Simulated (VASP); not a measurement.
```
CELL_PARAMETERS angstrom
      2.78322     0.00000     0.00000
     -1.39161     2.41033     0.00000
      0.00000     0.00000     4.48990
ATOMIC_POSITIONS crystal
  N  0.00000 0.00000 0.00000
  Os 0.33333 0.66667 0.25200
  Os 0.66667 0.33333 0.74800
```

Method: PBE GGA, VASP's PBE PAW potentials (set 64) (plane waves; VASP). Run with 520 eV cut-off, 7×7×4 Γ-centred mesh, Gaussian smearing of 0.050 eV, potentials N Os.

Task: Which forces act on the atoms, in eV/Å?

Result: 
```tsv
atom	Fx	Fy	Fz
N1	0.000	0.000	0.000
Os2	0.000	0.000	7.500
Os3	0.000	0.000	-7.500
```

Task: Give the stress tensor in GPa (positive for a compressed cell).

Result: 
```
 85.93    0.00    0.00
  0.00   85.93    0.00
  0.00    0.00  130.58
```
The pressure is its mean diagonal, 100.81 GPa.

The structure was generated: Os2N was put into the CdI2 type (P-3m1), which need not be its known phase. The cell was not relaxed at this level. The k-mesh is coarse (spacing up to 0.37 per Å, 2π included), so the numbers may not be converged in it. The electron count is odd and the run is not spin-polarised, which forces a metal.
